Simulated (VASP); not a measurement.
A VASP calculation is set up with these files.

File KPOINTS:
```
Automatic mesh
0
Gamma
13 13 13
0 0 0
```

INCAR:
```
SYSTEM = Rh
PREC = Accurate; ENCUT = 300; LREAL = .False.
LASPH = .True.
EDIFF = 1E-6; NELM = 100; ALGO = Normal
LMAXMIX = 4
ISMEAR = -1; SIGMA = 0.1
GGA = PS
ISIF = 2
LWAVE = .False.; LCHARG = .False.
```

**POSCAR**
```
Rh
1
    2.4860100000     0.0000000000     0.0000000000
    0.0000000000     2.4860100000     0.0000000000
    0.0000000000     0.0000000000     2.4860100000
Rh
1
Direct
  0.0000000000   0.0000000000   0.0000000000
```

POTCAR, in this order: Rh_pv (PBE.64 set). Program: vasp_std.

**Question.** Translate this PBEsol calculation to Quantum ESPRESSO's pw.x.

**Answer.** One equivalent input (not run):
```
&CONTROL
  calculation = 'scf'
  pseudo_dir = './pseudo'
  outdir = './out'
  tprnfor = .true.
  tstress = .true.
/
&SYSTEM
  ibrav = 0
  nat = 1
  ntyp = 1
  ecutwfc = 88
  occupations = 'smearing'
  smearing = 'fermi-dirac'
  degauss = 0.00735
  input_dft = 'pbesol'
/
&ELECTRONS
  conv_thr = 7.3e-08
  electron_maxstep = 100
/
ATOMIC_SPECIES
  Rh 102.906 Rh.upf
CELL_PARAMETERS angstrom
     2.4860100    0.0000000    0.0000000
     0.0000000    2.4860100    0.0000000
     0.0000000    0.0000000    2.4860100
ATOMIC_POSITIONS crystal
  Rh   0.0000000  0.0000000  0.0000000
K_POINTS automatic
  13 13 13 0 0 0
```
Limits of the translation: the potentials are each code's own (VASP's PAW set, PseudoDojo norm-conserving files in pw.x), so ENCUT and ecutwfc are chosen apart and not converted; conv_thr bounds pw.x's estimated SCF error, while EDIFF bounds the energy change between steps.

The structure was generated: Rh was put into an ordered model structure (Pm-3m), which need not be its known phase. The cell was not relaxed at this level. The run is one of a series of settings (GGA = PS against the base run), some of them coarse on purpose.
